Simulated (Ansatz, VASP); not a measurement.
# GaAsH2 (H-GaAs-H chair, 1 layer) in two plane-wave programs

Aim: how closely do two programs agree when they are given the same cell, functional and k mesh? The structure shown is the start of the Ansatz relaxation below; VASP solves that cell, so the two are compared at the walk's first step.

Main program and level: Ansatz 0.2.0; plane waves, with VASP 6.6.1 beside it; single point at PBE.

## (1) Starting point

The cell holds 4 atoms: 2 H, 1 As and 1 Ga. Its edges and angles: a = 3.977 Å, b = 3.976 Å, c = 19.833 Å, α = 90.0°, β = 90.0°, γ = 120.0°. Vacuum lies along c.

## (2) Ansatz: relaxation, PBE

Ansatz runs on its default PAW (the set named soft_2) files.

The two programs are compared at the cell with which this relaxation starts, whose forces are those of its first step.

Input file input.yaml:

```yaml
crystal:
  lattice:
    - [3.9765, 0.0, 0.0]
    - [-1.98825, 3.4437500181, 0.0]
    - [0.0, 0.0, 19.8333333333]
  atoms:
    - { symbol: H, position: [0.6666666667, 0.3333333333, 0.4033613445] }
    - { symbol: As, position: [0.6666666667, 0.3333333333, 0.4789915966] }
    - { symbol: Ga, position: [0.3333333333, 0.6666666667, 0.5194957983] }
    - { symbol: H, position: [0.3333333333, 0.6666666667, 0.5966386555] }
kpoints:
  mp_grid: { grid: [12, 12, 1] }
hamiltonian:
  xc: pbe
scf:
  occupations: { method: fermi_dirac, width: 0.05 }
  convergence: { dr2_threshold: 1.0e-08 }
efield:
  axis: 3
  dipole_correction: true
  ramp_position: 0.97
  ramp_width: 0.04
relax:
  f_tol: 0.01
  cell: { fix: [c, alpha, beta] }
output:
  write_potential: true
  write_density: true
  volumetric_format: npy
```

The run is started by

```console
$ ansatz run input.yaml --threads 4 --pin off --max-ram 8192MiB --backend cpu --events-out ev --progress --plain --runs-dir out
```

Numbers of over 12 decimals in the logs are rounded to 6 here.

What it wrote:

```text
Warning: relax.cell: scf.convergence.dr2_threshold = 1e-8 eV is looser than the 4e-10 eV advised for a relaxation that steers and ends on the stress (1e-10 eV for each atom of the cell: 4). What an SCF threshold leaves in a stress goes as its square root, and in the free energy as the threshold itself, and one threshold admits the most on a small cell: [figures from the program's tests cut] Set scf.convergence.dr2_threshold to 4e-10 eV or tighter. The threshold is an SCF's pass mark: one that does not reach it within its budget of iterations ends unconverged, or closes short of it on a stop that the run arms, and scf.convergence.dr2_threshold's page says what that costs each kind of run
Engine: ansatz 0.2.0, aarch64-unknown-linux-gnu
Pseudopotentials: kind: paw
Pseudopotential: H, paw, valence charge 1, recommended cutoff 420 eV (normal), H.paw.azcp
Pseudopotential: As, paw, valence charge 15, recommended cutoff 420 eV (normal), As.paw.azcp
Pseudopotential: Ga, paw, valence charge 13, recommended cutoff 420 eV (normal), Ga.paw.azcp
Functional definition: PBE
  parameter kappa = 0.804
  parameter beta = 0.066725
  exchange = pbe_x(kappa = kappa, mu = beta*pi^2/3)
  correlation = pbe_c(beta = beta)
Crystal: 4 atoms, lattice volume = 271.599 Å³
Basis set: ecut = 420 eV, 5383 PW (Γ), exchange–correlation on 54×54×270 points (8 copies of the dense FFT grid, shifted against one another)
Bands: 19, of which v1, the nominal top of the filled ones, is band 15 counted from 1 (14 counted from 0)
Symmetry: 6 space group operations
Space group: P3m1 (ITA 156), of the structure as read, at distance tolerance 6.5e-5 Å
k-points: 19 of 144 (time reversal used)
Non-local potential: H, projectors of the file, l = 0: 2, l = 1: 1
Non-local potential: As, projectors of the file, l = 0: 2, l = 1: 2, l = 2: 3, l = 3: 1
Non-local potential: Ga, projectors of the file, l = 0: 2, l = 1: 2, l = 2: 3, l = 3: 1
PAW form: soft (Blöchl's): semilocal exchange-correlation on the pseudo side does not see the compensation charge
PAW one-centre angular grid: H, 110 points (default); XC on 64 Gauss nodes
PAW one-centre angular grid: As, 590 points (default); XC on 64 Gauss nodes
PAW one-centre angular grid: Ga, 590 points (default); XC on 64 Gauss nodes
Initial density: superposition of atomic densities (neutral atoms: chi_scale 0, normalization atom), corrected by the library's trained network
Initial wavefunctions: pseudopotential atomic-orbital guess
Functional: x = pbe(κ = 0.804, μ = 0.219515), c = pbe(β = 0.066725)
SCF iter   1: F=—  HF=-8670.922119 eV  |F-HF|=—  |Δ(HF+E_count)|=         —  Δρ=1.23e-3  dr2=7.90e-3  ethr=1.77e-3  p=-0.091 e·Å  D=-6.08e-2 V/Å  ΔV_dip=1.21 eV  dr2_dipole=6.96e-5  V_vac-E_F(+/−)=4.91/3.70 eV  ⟨swp⟩=6.5  Hψ=1946  notcnv=0
efield: sawtooth ramp at fractional position 0.9700 (set: `efield.ramp_position`, or a place that a band, a saddle search or an elastic batch's reference lends), width 0.0400; the density the first Hamiltonian is built on has a dipole p = -0.091 e·Å; the dipole correction subtracts the counter field D = -6.08e-2 V/Å, which shifts the + side's vacuum level by +1.21 eV against the − side's; the planar-averaged density in the ramp window peaks in size at 1.3e-5 e/Å³
preconditioner: auto → Resta (q_TF=auto, 1.890 Å⁻¹)  ε∞=1.5  [insulator: Δε(μ)=1.971 eV  Ē_g=14.035 eV  σ=0.050 eV  W_gap=1.00  n_scr=28 (ndim 8)  ℏωp=10.1 eV  f_vac=0.732  D(μ)=0.00/eV (n_scr^D=0)  ε∞_Penn≈1.5  vacuum switching on, ρ_ref=1.4e-2 e/Å³]
SCF iter   2: F=—  HF=-8670.921697 eV  |F-HF|=—  |Δ(HF+E_count)|=   4.21e-4  Δρ=5.81e-4  dr2=1.43e-3  ethr=2.63e-5  p=-0.087 e·Å  D=-5.80e-2 V/Å  ΔV_dip=1.15 eV  dr2_dipole=2.37e-4  V_vac-E_F(+/−)=4.81/3.65 eV  ⟨swp⟩=2.0  Hψ=779  notcnv=0
SCF iter   3: F=—  HF=-8670.922332 eV  |F-HF|=—  |Δ(HF+E_count)|=   6.35e-4  Δρ=2.77e-4  dr2=5.11e-4  ethr=4.76e-6  p=-0.097 e·Å  D=-6.46e-2 V/Å  ΔV_dip=1.28 eV  dr2_dipole=2.47e-5  V_vac-E_F(+/−)=4.83/3.55 eV  ⟨swp⟩=2.0  Hψ=610  notcnv=0
SCF iter   4: F=—  HF=-8670.922690 eV  |F-HF|=—  |Δ(HF+E_count)|=   3.58e-4  Δρ=1.03e-4  dr2=4.50e-5  ethr=1.70e-6  p=-0.096 e·Å  D=-6.41e-2 V/Å  ΔV_dip=1.27 eV  dr2_dipole=7.60e-6  V_vac-E_F(+/−)=4.78/3.51 eV  ⟨swp⟩=2.0  Hψ=480  notcnv=0
SCF iter   5: F=—  HF=-8670.922727 eV  |F-HF|=—  |Δ(HF+E_count)|=   3.65e-5  Δρ=4.79e-5  dr2=1.46e-5  ethr=1.50e-7  p=-0.098 e·Å  D=-6.53e-2 V/Å  ΔV_dip=1.30 eV  dr2_dipole=1.10e-6  V_vac-E_F(+/−)=4.79/3.49 eV  ⟨swp⟩=2.0  Hψ=585  notcnv=0
[...]
preconditioner: auto → Resta (q_TF=auto, 1.874 Å⁻¹)  ε∞=1.5  [insulator: Δε(μ)=1.667 eV  Ē_g=13.851 eV  σ=0.050 eV  W_gap=1.00  n_scr=28 (ndim 8)  ℏωp=9.8 eV  f_vac=0.734  D(μ)=0.00/eV (n_scr^D=0)  ε∞_Penn≈1.5  vacuum switching on, ρ_ref=1.4e-2 e/Å³]
SCF iter   2: F=—  HF=-8670.961856 eV  |F-HF|=—  |Δ(HF+E_count)|=   5.87e-3  Δρ=1.30e-4  dr2=1.88e-6  ethr=2.07e-8  p=-0.098 e·Å  D=-6.22e-2 V/Å  ΔV_dip=1.23 eV  dr2_dipole=1.97e-8  V_vac-E_F(+/−)=5.09/3.86 eV  ⟨swp⟩=2.8  Hψ=651  notcnv=0
SCF iter   3: F=—  HF=-8670.964328 eV  |F-HF|=—  |Δ(HF+E_count)|=   2.47e-3  Δρ=4.68e-5  dr2=4.78e-7  ethr=6.26e-9  p=-0.098 e·Å  D=-6.22e-2 V/Å  ΔV_dip=1.23 eV  dr2_dipole=5.90e-8  V_vac-E_F(+/−)=5.09/3.86 eV  ⟨swp⟩=2.7  Hψ=631  notcnv=0
SCF iter   4: F=—  HF=-8670.964868 eV  |F-HF|=—  |Δ(HF+E_count)|=   5.40e-4  Δρ=8.87e-6  dr2=2.40e-7  ethr=1.59e-9  p=-0.098 e·Å  D=-6.21e-2 V/Å  ΔV_dip=1.23 eV  dr2_dipole=4.27e-8  V_vac-E_F(+/−)=5.09/3.86 eV  ⟨swp⟩=2.3  Hψ=601  notcnv=0
iter 5 met the thresholds in force, and the SCF goes on: an eigenvalue changes by 13.01 meV, over its tolerance of 3.16 meV (output.eigenvalues, Limitations)
SCF iter   5: F=-8670.964898 eV  HF=-8670.964896 eV  |F-HF|=2.24e-6  |Δ(HF+E_count)|=   2.77e-5  Δρ=2.23e-6  dr2=8.26e-9  ethr=3.33e-11  p=-0.098 e·Å  D=-6.22e-2 V/Å  ΔV_dip=1.23 eV  dr2_dipole=9.74e-10  V_vac-E_F(+/−)=5.09/3.86 eV  ⟨swp⟩=10.1  Hψ=2617  notcnv=0
iter 6 met the thresholds in force, and the SCF goes on: an eigenvalue changes by 6.28 meV, over its tolerance of 3.16 meV (output.eigenvalues, Limitations)
SCF iter   6: F=-8670.964898 eV  HF=-8670.964897 eV  |F-HF|=7.99e-7  |Δ(HF+E_count)|=   1.45e-6  Δρ=8.70e-7  dr2=9.28e-10  ethr=2.75e-11  p=-0.098 e·Å  D=-6.21e-2 V/Å  ΔV_dip=1.23 eV  dr2_dipole=7.57e-12  V_vac-E_F(+/−)=5.09/3.86 eV  ⟨swp⟩=6.8  Hψ=2292  notcnv=0
Mixer restart at iter 6: flushing history
SCF iter   7: F=-8670.964898 eV  HF=-8670.964898 eV  |F-HF|=1.01e-9  |Δ(HF+E_count)|=   7.99e-7  Δρ=3.19e-7  dr2=7.89e-10  ethr=3.09e-12  p=-0.098 e·Å  D=-6.22e-2 V/Å  ΔV_dip=1.23 eV  dr2_dipole=1.40e-10  V_vac-E_F(+/−)=5.09/3.86 eV  ⟨swp⟩=6.9  Hψ=2154  notcnv=0
SCF 6 converged in 7 iterations: F = -8670.964898 eV  dr2 = 7.89e-10
relax step   6: F+E_penalty+E_count = -8670.96489802 eV  Δ(F+E_penalty+E_count) = -2.062e-3 eV  max|allowed force component| = 1.085e-3 eV/Å  Δτ_max = 0.0000 Å  P = +0.003 GPa  Ω = 285.793 Å³  fix = [c, alpha, beta]  reactions: c +0.000 GPa  stress off target by 4.78e-3 GPa on what of the cell is left free  SCF on the basis re-selected at this cell (its energy is not comparable with the rows above)  (7 SCF iters)
basis re-selected at this cell: Δ(F+E_penalty+E_count) = -2.062e-3 eV, ΔP = +0.004 GPa vs the last step (what re-selecting the basis moved, of the pressure what is left beyond the Pulay correction that the steps carried, after the strain that the cell walked since its last selection, with what the two solves' SCF thresholds leave and, on support functions, any second-order correction that the steps lacked; it is no measure of the basis error at this ecutwfc). The dense FFT grid was sized anew with the basis: this SCF ran on 30×30×135 points, the steps before it on 27×27×135, so part of this shift can come from that change (see relax.cell in the input reference). [rest of the remark cut]
WARN: The output density's exchange-correlation potential varies sharply where the density is thin. Do not read a vacuum level from v_tot or v_xc, or from such a field of the output density. On a cell that repeats whose density bears no net charge and no dipole along the vacuum's axis use v_es (v_loc + v_h of the components); under efield.dipole_correction with no amplitude use v_es + v_field, which holds any externa [...]
SCF converged after 7 iterations
an eigenvalue changed by more than its tolerance at an iteration that met the thresholds in force, so the SCF went on 2 times, its first undamped step at iteration 6: the last check found none over its tolerance
Free energy (F): -8670.964898 eV
Harris-Foulkes:  -8670.964898 eV  (|F-HF|=1.01e-9)
Internal energy: -8670.964898 eV  (E = F + TS)
E sigma→0 (E₀):  -8670.964898 eV
Fermi energy:    -2.289684 eV
Dipole field:    D = -0.062139 V/Å  (p = -0.098141 e·Å, saw-weighted, corrected)
Work function:   Φ+ = 5.0903 eV   Φ− = 3.8579 eV
Levels:          The Fermi level and band energies are counted from a zero that moves with the ramp; work functions are not
--- Per-component energies (eV) ---
  E_band       = -625.446972
  E_kinetic    = 244.007294
  E_local      = -18076.662068  (includes V_loc(G=0)·N_el)
  E_nonlocal   = -242.749002
  E_hartree    = 8894.600810
  E_xc         = -164.918857
  E_vxc        = -158.583721  (∫ρ·V_xc dr)
  E_paw        = -3825.391349  (= ΣΔE_a)
  E_vpaw       = -180.954446  (= ΣTr[D̂ρ^β])
  E_aug_tail   = -0.002387  (compensation charges beyond the density's cutoff)
  E_efield     = 0.003049  (sawtooth field / dipole correction)
  E_vefield    = 0.296254  (∫n·V_field dr)
  E_ewald      = 4500.147611
  E_smearing   = -0.000000  (= −TS)
  E_closure    = -0.000000  (closes the sum)
  Σ components = -8670.964898   (vs F -8670.964898, Δ=0.00e0)
--- Forces (eV/Å), atoms counted from 1 ---
  atom   1  H     -0.00000000     0.00000000     0.00046896
  atom   2  As    -0.00000000    -0.00000000    -0.00108726
  atom   3  Ga    -0.00000000     0.00000000     0.00043589
  atom   4  H      0.00000000     0.00000000     0.00017495
  max |Σ_I F_I| component: 7.47e-6 eV/Å
--- Stress (GPa, compression-positive) ---
        0.004779       0.000000      -0.000000
        0.000000       0.004779       0.000000
       -0.000000       0.000000       0.000089
  P = ⅓ Tr σ = 0.0032 GPa (0.032 kbar)
--- Band table (eV; the first three rows and the last of 19) ---
  k-point 0: bands = [... 11 lower, -8.7978, -5.2408, -3.1480, -3.1480, -1.4787, 0.6551, 1.8457, 1.8885]
  k-point 1: bands = [... 11 lower, -8.7823, -5.2848, -3.7551, -3.2655, -0.8659, 0.6828, 1.7157, 1.9271]
  k-point 2: bands = [... 11 lower, -8.7514, -5.5324, -4.5361, -3.5500, -0.2095, 0.7927, 1.8008, 2.1268]
  k-point 18: bands = [... 11 lower, -9.1510, -6.8511, -5.9542, -4.8935, 1.3447, 1.6721, 2.1681, 3.4651]
--- Relaxed structure (5 steps of the walk, 4 accepted, 1 SCFs on fresh bases) ---
  F+E_penalty+E_count = -8670.96489802 eV   max|allowed force component| = 1.085e-3 eV/Å   (the final SCF, on the basis selected at the relaxed cell)
  cell:  # Å, volume = 285.7930 Å³
    - [4.079083, 0.0, 0]
    - [-2.039542, 3.532590, 0]
    - [0, 0, 19.8333333333]
  atoms:
    - { symbol: H, position: [0.666667, 0.333333, 0.402650] }
    - { symbol: As, position: [0.666667, 0.333333, 0.479308] }
    - { symbol: Ga, position: [0.333333, 0.666667, 0.518887] }
    - { symbol: H, position: [0.333333, 0.666667, 0.597642] }
```

## (3) VASP: single point, PBE, start cell

The same cell, functional, mesh and smearing now go to VASP, with its own data sets.

Lines of VASP's logs that name or quote its potential files are left out, and so is its time.

Input file INCAR:

```
SYSTEM = GaAsH2
PREC = Accurate
ENCUT = 400
EDIFF = 1E-06
NELM = 120
ISMEAR = -1
SIGMA = 0.05
LREAL = .FALSE.
ALGO = Normal
GGA = PE
NBANDS = 16
LORBIT = 11
LWAVE = .FALSE.
LCHARG = .FALSE.
ISIF = 2
LDIPOL = .TRUE.
IDIPOL = 3
DIPOL = 0.5 0.5 0.5
LVHAR = .TRUE.
LASPH = .TRUE.
GGA_COMPAT = .FALSE.
EFERMI = MIDGAP
NELMDL = -8
```

Input file POSCAR:

```
GaAsH2
1.0
    3.9765000000      0.0000000000      0.0000000000
   -1.9882500000      3.4437500000      0.0000000000
    0.0000000000      0.0000000000     19.8333330000
H As Ga
2 1 1
Direct
    0.6666667151      0.3333334301      0.4033613513
    0.3333332849      0.6666665699      0.5966386487
    0.6666667151      0.3333334301      0.4789916047
    0.3333332849      0.6666665699      0.5194957902
```

Input file KPOINTS:

```
Automatic mesh
0
Gamma
12 12 1
0 0 0
```

PAW data sets: H, As and Ga_d (PBE family, release 64).

The run is started by

```console
$ mpirun -np 1 vasp_std
```

What it wrote:

```text
[banner, memory and clock lines left out]
running    1 mpi-ranks, on    1 nodes
 distrk:  each k-point on    1 cores,    1 groups
 distr:  one band on    1 cores,    1 groups

 POSCAR found type information on POSCAR H AsGa
 POSCAR found :  3 types and       4 ions
 LDA part: xc-table for (Slater+PW92), standard interpolation
 POSCAR, INCAR and KPOINTS ok, starting setup
 FFT: planning ... GRIDC
 FFT: planning ... GRID_SOFT
 FFT: planning ... GRID
 WAVECAR not read
 entering main loop
       N       E                     dE             d eps       ncg     rms          rms(c)
DAV:   1     0.838934602468E+02    0.83893E+02   -0.74519E+03   688   0.803E+02
DAV:   2    -0.706508168577E+01   -0.90959E+02   -0.89484E+02   736   0.186E+02
DAV:   3    -0.148065925275E+02   -0.77415E+01   -0.77186E+01   832   0.612E+01
DAV:   4    -0.150208717102E+02   -0.21428E+00   -0.21421E+00   896   0.114E+01
DAV:   5    -0.150235807595E+02   -0.27090E-02   -0.27090E-02   816   0.104E+00
DAV:   6    -0.150236522741E+02   -0.71515E-04   -0.71514E-04   968   0.176E-01
DAV:   7    -0.150236528786E+02   -0.60451E-06   -0.60451E-06   832   0.161E-02
DAV:   8    -0.150236528948E+02   -0.16202E-07   -0.16158E-07   688   0.336E-03    0.509E+00
DAV:   9    -0.145385308728E+02    0.48512E+00   -0.41208E-01   960   0.826E+00    0.286E+00
DAV:  10    -0.143533270621E+02    0.18520E+00   -0.71034E-01   864   0.522E+00    0.535E-01
DAV:  11    -0.143497403297E+02    0.35867E-02   -0.10178E-01   816   0.269E+00    0.289E-01
DAV:  12    -0.143458197684E+02    0.39206E-02   -0.11965E-02   864   0.693E-01    0.969E-02
DAV:  13    -0.143454787781E+02    0.34099E-03   -0.16300E-03   824   0.259E-01    0.633E-02
DAV:  14    -0.143447611022E+02    0.71768E-03   -0.12273E-03   792   0.206E-01    0.352E-02
[...]
DAV:  18    -0.143458754192E+02   -0.19096E-03   -0.17828E-05   688   0.181E-02    0.396E-03
DAV:  19    -0.143460175028E+02   -0.14208E-03   -0.13063E-05   696   0.128E-02    0.244E-03
DAV:  20    -0.143460584266E+02   -0.40924E-04   -0.27635E-06   808   0.854E-03    0.900E-04
DAV:  21    -0.143460833554E+02   -0.24929E-04   -0.18743E-06   696   0.641E-03    0.809E-04
DAV:  22    -0.143460980616E+02   -0.14706E-04   -0.76020E-07   656   0.521E-03    0.989E-04
DAV:  23    -0.143461034253E+02   -0.53638E-05   -0.19266E-07   656   0.281E-03    0.488E-04
DAV:  24    -0.143461053937E+02   -0.19684E-05   -0.73970E-08   656   0.161E-03    0.208E-04
DAV:  25    -0.143461063742E+02   -0.98052E-06   -0.33000E-08   608   0.108E-03
   1 F= -.14346106E+02 E0= -.14346106E+02  d E =-.134642E-09
```

(Continued in part 2 of 2.)

[Lines on the potential files, build, host, timing and source positions are cut from VASP's logs without a mark.]

[Logs are printed without paths, hosts, clocks, repeated set-up lines and the standing remarks that a program may print on its own settings, such as how far it seeks lower states.]

[Hosts, paths, dates, database ids (printed as entryN), source tags and the programs' standing remarks are cut or masked in the printed files.]
